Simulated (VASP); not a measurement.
# BP (relaxed from the WC structure, space group P-6m2): computed properties

Method: r2SCAN meta-GGA, VASP's PBE PAW potentials (set 64) (plane waves; VASP).

```
Quantity                                                                               Result
----------------------------------  ---------------------------------------------------------
space group                                                                       P-6m2 (187)
cell                                a = b = 3.025 Å, c = 2.619 Å, α = β = 90.00°, γ = 120.00°
volume per atom                                                                 10.38 Å³/atom
band gap (over mesh and band path)                   none (metal, semimetal or under 0.01 eV)
density                                                                            3.34 g/cm³
```

```
BP
1.0
    3.02526     0.00000     0.00000
   -1.51263     2.61995     0.00000
    0.00000     0.00000     2.61861
B P
1 1
Direct
  0.00000   0.00000   0.00000
  0.66667   0.33333   0.50000
```

The structure was generated: BP was put into the WC type (P-6m2), which need not be its known phase. It was relaxed first, which changed the volume by +8 %. Symmetry was kept, so distortions that lower it aren't found.
